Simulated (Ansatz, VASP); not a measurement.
# Sn2Ir in VASP and in Ansatz

File INCAR:

```
SYSTEM = Sn2Ir
PREC = Accurate
ENCUT = 520
EDIFF = 1E-6
ISMEAR = -1
SIGMA = 0.05
LREAL = .FALSE.
LASPH = .TRUE.
NELM = 100
ALGO = Normal
ISIF = 2
LWAVE = .FALSE.
LCHARG = .FALSE.
NBANDS = 26
```

The input KPOINTS:

```
Automatic mesh
0
G
  10 10 10
  0 0 0
```

The input POSCAR:

```
Sn2Ir
1.0
    0.0000000000      2.8924242958      2.8924242958
    2.8924242958      0.0000000000      2.8924242958
    2.8924242958      2.8924242958      0.0000000000
Sn Ir
2 1
Direct
    0.7500000000      0.7500000000      0.7500000000
    0.2500000000      0.2500000000      0.2500000000
    0.0000000000      0.0000000000      0.0000000000
```

Input for Ansatz:

```yaml
crystal:
  lattice:
    - [0.0, 2.8924242958, 2.8924242958]
    - [2.8924242958, 0.0, 2.8924242958]
    - [2.8924242958, 2.8924242958, 0.0]
  atoms:
    - { symbol: Sn, position: [0.75, 0.75, 0.75] }
    - { symbol: Sn, position: [0.25, 0.25, 0.25] }
    - { symbol: Ir, position: [0.0, 0.0, 0.0] }
kpoints:
  mp_grid: { grid: [10, 10, 10] }
  band_path:
    path:
      - [0.0, 0.0, 0.0]
      - [0.5, 0.0, 0.5]
      - [0.625, 0.25, 0.625]
      - [0.375, 0.375, 0.75]
      - [0.0, 0.0, 0.0]
      - [0.5, 0.5, 0.5]
      - [0.5, 0.25, 0.75]
      - [0.5, 0.0, 0.5]
    npoints: 6
scf:
  occupations: { method: fermi_dirac, width: 0.05 }
hamiltonian:
  xc: lda
  pseudopotentials: { kind: all_electron, lapw: { basis_error: 0.001 } }
output:
  forces: true
  stress: true
  eigenvalues: true
  populations: true
```

Change from the starting cell: volume scaled by 0.75, LAPW.

Alike in both runs: task single point; functional LDA; k mesh 10 × 10 × 10; occupations fermi-dirac, width 0.05 eV; no spin polarisation.

|  | VASP | Ansatz |
| --- | --- | --- |
| version | VASP 6.6.1 | Ansatz 0.2.0 |
| potentials or method | VASP PAW LDA potentials, release 64 (Sn_d, Ir) | all-electron LAPW, scalar-relativistic |
| plane-wave cutoff (eV) | 520 | see its input |

|  | VASP | Ansatz | Ansatz less VASP |
| --- | --- | --- | --- |
| pressure (GPa) | 68.0 | 66.5 | -1.49 |

Ansatz ran all-electron here, so the differences hold the error of VASP's frozen core and of both bases.

Caveats: the cell as given lies far from equilibrium; so large a pressure means that the cell lies far from this level's equilibrium, or that cutoff or potentials fall short (VASP). Spin-orbit coupling is left out, which matters for the levels of Ir.
